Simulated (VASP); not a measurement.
VASP input:

INCAR:
```
ALGO=Normal
EDIFF=1E-6
EDIFFG=-0.02
ENCUT=620
GGA=PS
IBRION=2
ISIF=3
ISMEAR=0
LASPH=T
LCHARG=F
LMAXMIX=4
LREAL=F
LWAVE=F
NELM=100
NSW=40
PREC=Accurate
PSTRESS=450
SIGMA=0.05
SYSTEM=GaN
```

POSCAR:
```
GaN
1
   -0.0000000000     2.1262340177     2.1262340177
    2.1262340177    -0.0000000000     2.1262340177
    2.1262340177     2.1262340177     0.0000000000
Ga N
1 1
Direct
  1.0000000000   0.0000000000   0.0000000000
  0.2500000000   0.2500000000   0.2500000000
```

### KPOINTS
```
K-points
0
Gamma
 11 11 11
0 0 0
```

POTCAR, in this order: Ga_d N (PBE.64 set). Program: vasp_std.

**Question.** Write an equivalent input for Quantum ESPRESSO's pw.x.

**Answer.** One equivalent input (not run):
```
&CONTROL
  calculation = 'vc-relax'
  pseudo_dir = './pseudo'
  outdir = './out'
  tprnfor = .true.
  tstress = .true.
  nstep = 40
  forc_conv_thr = 0.00078
/
&SYSTEM
  ibrav = 0
  nat = 2
  ntyp = 2
  ecutwfc = 84
  occupations = 'smearing'
  smearing = 'gaussian'
  degauss = 0.003675
  input_dft = 'pbesol'
/
&ELECTRONS
  conv_thr = 7.3e-08
  electron_maxstep = 100
/
&IONS
/
&CELL
  press = 450
/
ATOMIC_SPECIES
  Ga 69.723 Ga.upf
  N 14.007 N.upf
CELL_PARAMETERS angstrom
    -0.0000000    2.1262340    2.1262340
     2.1262340   -0.0000000    2.1262340
     2.1262340    2.1262340    0.0000000
ATOMIC_POSITIONS crystal
  Ga   1.0000000  0.0000000  0.0000000
  N    0.2500000  0.2500000  0.2500000
K_POINTS automatic
  11 11 11 0 0 0
```
The two are equivalent in intent, not identical: the potentials are each code's own (VASP's PAW set, PseudoDojo norm-conserving files in pw.x), so ENCUT and ecutwfc are chosen apart and not converted; conv_thr bounds pw.x's estimated SCF error, while EDIFF bounds the energy change between steps; forc_conv_thr acts on force components and is met together with etot_conv_thr.

The structure was generated: GaN was put into the zinc blende type (F-43m), which need not be its known phase. It was relaxed first under an external pressure of 45 GPa.
